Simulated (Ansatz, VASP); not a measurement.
# TePtS in two plane-wave programs, part 2 of 2

Aim: how closely do two programs agree when they are given the same cell, functional and k mesh? The structure shown is the start of the Ansatz relaxation below; VASP solves that cell, so the two are compared at the walk's first step.

VASP 6.6.1 and Ansatz 0.2.0.

So far. Step 3 (VASP: single point, PBE, start cell, pair 1): The run ends at a pressure of 0.39 GPa, with forces up to 0.27 eV/Å.

### Step 7. VASP: single point, PBE, start cell, pair 2

Level of this step: PBE; plane waves and PAW (Pt, S, Te) (VASP).

The same cell, functional, mesh and smearing now go to VASP, with its own data sets.

INCAR reads:

```
SYSTEM = TePtS
PREC = Accurate
ENCUT = 400
EDIFF = 1E-06
NELM = 120
ISMEAR = 0
SIGMA = 0.02
LREAL = .FALSE.
ALGO = Normal
GGA = PE
NBANDS = 17
LASPH = .TRUE.
LORBIT = 11
LWAVE = .FALSE.
LCHARG = .FALSE.
ISIF = 2
LDIPOL = .TRUE.
IDIPOL = 3
DIPOL = 0.5 0.5 0.332
LVHAR = .TRUE.
GGA_COMPAT = .FALSE.
EFERMI = MIDGAP
NELMDL = -8
KPAR = 2
```

POSCAR reads:

```
TePtS
1.0
    3.7725913148      0.0000000000      0.0000000000
   -1.8862956574      3.3001615320      0.0000000000
    0.0000000000      0.0000000000     30.0000000000
Pt S Te
1 1 1
Direct
    0.0000000000      0.0000000000      0.3349733000
    0.3333333806      0.6666667612      0.3745583333
    0.6666667811      0.3333333806      0.2871350000
```

KPOINTS reads:

```
Automatic mesh
0
Gamma
9 9 1
0 0 0
```

PAW data sets: Pt, S and Te (PBE family, release 64).

On the command line:

```
$ mpirun -np 2 vasp_std
```

Numbers of over 12 decimals in the logs are rounded to 6 here.

Output:

```text
[... set-up lines as in an earlier step ...]
 entering main loop
       N       E                     dE             d eps       ncg     rms          rms(c)
DAV:   1     0.158852776279E+03    0.15885E+03   -0.59437E+03   850   0.731E+02
DAV:   2     0.328426912694E+01   -0.15557E+03   -0.14747E+03  1432   0.145E+02
DAV:   3    -0.149184635634E+02   -0.18203E+02   -0.17989E+02  1083   0.646E+01
DAV:   4    -0.152406488801E+02   -0.32219E+00   -0.32168E+00  1206   0.105E+01
[...]
DAV:  24    -0.141959068425E+02   -0.11267E-05   -0.17215E-08   856   0.520E-04    0.249E-04
DAV:  25    -0.141959081331E+02   -0.12907E-05   -0.45019E-08   828   0.450E-04    0.158E-04
DAV:  26    -0.141959085062E+02   -0.37304E-06   -0.46822E-09   911   0.216E-04
   1 F= -.14195909E+02 E0= -.14195909E+02  d E =0.000000E+00
```

From OUTCAR (step 7):

```text
  Total        0.7441685      0.1959092      0.2260981      0.0000000     -0.1552145      0.0000000
  in kB        3.1921674      0.8403675      0.9698648      0.0000000     -0.6658046      0.0000000
  external PRESSURE =       1.6674666 kB  Pullay stress =       0.0000000 kB

 POSITION                                       TOTAL-FORCE (eV/Angst)
 -----------------------------------------------------------------------------------
      0.00000      0.00000     10.04920        -0.000000     -0.049921      0.050557
      0.00000      2.20011     11.23675         0.000000     -0.031925      0.066100
      1.88630      1.10005      8.61405         0.000000      0.081845     -0.116656
 -----------------------------------------------------------------------------------
    total drift:                               -0.000086      0.000128      0.000326

  FREE ENERGIE OF THE ION-ELECTRON SYSTEM (eV)
  ---------------------------------------------------
  free  energy   TOTEN  =       -14.1959085062 eV

  energy  without entropy=      -14.1959085062  energy(sigma->0) =      -14.19590851

[... 3 further parts left out ...]
[key lines of the parts left out:]
E-fermi :  -2.8814
```

The run ends at a pressure of 0.17 GPa, with forces up to 0.14 eV/Å.

### Step 8. Comparison

What differs besides the data sets and the points named for the pairs above, as far as they apply: the data sets hold 40 valence electrons in Ansatz (on its PAW soft_1 files) and 22 in VASP. Total energies have different zeros and are not compared.

Forces (eV/Å; atoms numbered as in POSCAR):

| atom | Ansatz x, y, z | VASP x, y, z |
| --- | --- | --- |
| Pt1 | 0.000, -0.050, 0.052 | 0.000, -0.050, 0.051 |
| S2 | 0.000, -0.033, 0.095 | 0.000, -0.032, 0.066 |
| Te3 | 0.000, 0.083, -0.147 | 0.000, 0.082, -0.117 |

The forces differ by 14 meV/Å r.m.s., which is 24.0 % of the r.m.s. force of 0.058 eV/Å (both taken over all components). With vacuum in the cell, a pressure given here is an average over mostly empty space and none of the material.

### Step 9. Ansatz: relaxation, PBE

The two programs are compared at the cell with which this relaxation starts, whose forces are those of its first step.

The structure compared here is the start of the Ansatz relaxation; VASP solves that cell, so the two are compared at the walk's first step.

input.yaml reads:

```yaml
crystal:
  lattice:
    - [3.8106982977, 0.0, 0.0]
    - [-1.9053491489, 3.2671599167, 0.0]
    - [0.0, 0.0, 30.0]
  atoms:
    - { symbol: Pt, position: [0.0, 0.0, 0.3349733151] }
    - { symbol: S, position: [0.3333333333, 0.6666666667, 0.3745583487] }
    - { symbol: Te, position: [0.6666666667, 0.3333333333, 0.2871350028] }
  periodic: [true, true, false]
kpoints:
  mp_grid: { grid: [9, 9, 1] }
hamiltonian:
  xc: pbe
  pseudopotentials: { kind: paw, azcp: { folder: soft_1 } }
scf:
  occupations: { method: gaussian, width: 0.02 }
output:
  forces: true
  stress: true
  eigenvalues: true
relax:
  adjacent_minimum: "off"
  f_tol: 0.001
  max_steps: 60
```

On the command line:

```
$ ansatz run input.yaml --threads 4 --pin off --max-ram 16384MiB --backend cpu --events-out ev --progress --plain --runs-dir out
```

Output:

```text
[...]
Crystal: 3 atoms, lattice volume = 373.505 Å³
Basis set: ecut = 420 eV, 7305 PW (Γ), exchange–correlation on 54×54×432 points (8 copies of the dense FFT grid, shifted against one another)
Bands: 24, of which v1, the nominal top of the filled ones, is band 20 counted from 1 (19 counted from 0)
Symmetry: 2 space group operations
[...]
F+E_penalty+E_count = -20407.64777039 eV   max|allowed force component| = 6.652e-5 eV/Å
  cell:  # Å, volume = 373.5048 Å³
    - [3.8106982977, 2.915920741036153e-11, 0.0]
    - [-1.905349148875, 3.267160, 0.0]
    - [0.0, 0.0, 30.0]
  atoms:
    - { symbol: Pt, position: [0.00023898, 0.00047796, 0.335034] }
    - { symbol: S, position: [0.334241, 0.668481, 0.374892] }
    - { symbol: Te, position: [0.665520, 0.331041, 0.286740] }
[key lines of the parts left out:]
SCF converged after 6 iterations
Free energy (F): -20407.647770 eV
Fermi energy:    -5.069499 eV
P = ½ c Tr σ = 0.4128 N/m
```

### Step 10. VASP: single point, PBE, start cell, pair 3

The same cell, functional, mesh and smearing now go to VASP, with its own data sets.

INCAR is that of step 7.

POSCAR reads:

```
TePtS
1.0
    3.8106982977      0.0000000000      0.0000000000
   -1.9053491489      3.2671599167      0.0000000000
    0.0000000000      0.0000000000     30.0000000000
Pt S Te
1 1 1
Direct
    0.0000000000      0.0000000000      0.3349733000
    0.3333333928      0.6666667857      0.3745583333
    0.6666665808      0.3333332398      0.2871350000
```

KPOINTS is that of step 7.

On the command line:

```
$ mpirun -np 2 vasp_std
```

Output:

```text
[... set-up lines as in an earlier step ...]
 entering main loop
       N       E                     dE             d eps       ncg     rms          rms(c)
DAV:   1     0.158250128844E+03    0.15825E+03   -0.59113E+03   850   0.731E+02
DAV:   2     0.408895828491E+01   -0.15416E+03   -0.14413E+03  1383   0.148E+02
DAV:   3    -0.148831708682E+02   -0.18972E+02   -0.18850E+02  1069   0.650E+01
DAV:   4    -0.152398869821E+02   -0.35672E+00   -0.35606E+00  1186   0.109E+01
[...]
DAV:  24    -0.141958963201E+02   -0.10817E-05   -0.16293E-08   864   0.518E-04    0.228E-04
DAV:  25    -0.141958976222E+02   -0.13021E-05   -0.45419E-08   828   0.453E-04    0.151E-04
DAV:  26    -0.141958979945E+02   -0.37232E-06   -0.48094E-09   911   0.216E-04
   1 F= -.14195898E+02 E0= -.14195898E+02  d E =0.000000E+00
```

OUTCAR, selected parts (step 10):

```text
  Total        0.1932275      0.7469375      0.2261350     -0.0000000      0.1595074     -0.0000000
  in kB        0.8288643      3.2040450      0.9700232     -0.0000000      0.6842192     -0.0000000
  external PRESSURE =       1.6676442 kB  Pullay stress =       0.0000000 kB

 POSITION                                       TOTAL-FORCE (eV/Angst)
 -----------------------------------------------------------------------------------
      0.00000      0.00000     10.04920        -0.000000      0.049847      0.050557
     -0.00000      2.17811     11.23675        -0.000000      0.033618      0.066103
      1.90535      1.08905      8.61405         0.000000     -0.083465     -0.116660
 -----------------------------------------------------------------------------------
    total drift:                                0.000037     -0.000155      0.000348

  FREE ENERGIE OF THE ION-ELECTRON SYSTEM (eV)
  ---------------------------------------------------
  free  energy   TOTEN  =       -14.1958979945 eV

  energy  without entropy=      -14.1958979945  energy(sigma->0) =      -14.19589799

[... 1 part as in an earlier step ...]

[... 2 further parts left out ...]
[key lines of the parts left out:]
E-fermi :  -2.8845
```

The run ends at a pressure of 0.17 GPa, with forces up to 0.14 eV/Å.

### Step 11. Side by side

What differs besides the data sets and the points named for the pairs above, as far as they apply: the data sets hold 40 valence electrons in Ansatz (on its PAW soft_1 files) and 22 in VASP. Total energies have different zeros and are not compared.

Forces (eV/Å; atoms numbered as in POSCAR):

| atom | Ansatz x, y, z | VASP x, y, z |
| --- | --- | --- |
| Pt1 | 0.000, 0.050, 0.052 | 0.000, 0.050, 0.051 |
| S2 | 0.000, 0.034, 0.095 | 0.000, 0.034, 0.066 |
| Te3 | 0.000, -0.084, -0.147 | 0.000, -0.083, -0.117 |

The forces differ by 14 meV/Å r.m.s., which is 23.8 % of the r.m.s. force of 0.059 eV/Å (both taken over all components). With vacuum in the cell, a pressure given here is an average over mostly empty space and none of the material.

### Step 12. Results

| Item | Value |
| --- | --- |
| r.m.s. force difference (single point, PBE, start cell, pair 1) | 14 meV/Å |
| r.m.s. force difference (single point, PBE, start cell, pair 2) | 14 meV/Å |
| r.m.s. force difference (single point, PBE, start cell, pair 3) | 14 meV/Å |

What this shows: The r.m.s. force difference is 14 meV/Å (single point, PBE, start cell, pair 1), beyond the 12 meV/Å picked in this series as the mark of a large difference. The data sets hold unlike numbers of valence electrons (40 in Ansatz and 22 in VASP), so part of the differences comes from the potentials. For single point, PBE, start cell, pair 1, no further run moves any of the tabulated differences by more than a quarter of its size. What causes the difference of the single point, PBE, start cell, pair 2 pair stays open here. What causes the difference of the single point, PBE, start cell, pair 3 pair stays open here. 13 further runs of this series are not shown here. How closely two codes agree says nothing of how well the functional describes the real material.

[Lines on the potential files, build, host, timing and source positions are cut from VASP's logs without a mark.]

[Logs are printed without paths, hosts, clocks, repeated set-up lines and the standing remarks that a program may print on its own settings, such as how far it seeks lower states.]

[Hosts, paths, dates, database ids (printed as entryN), source tags and the programs' standing remarks are cut or masked in the printed files.]
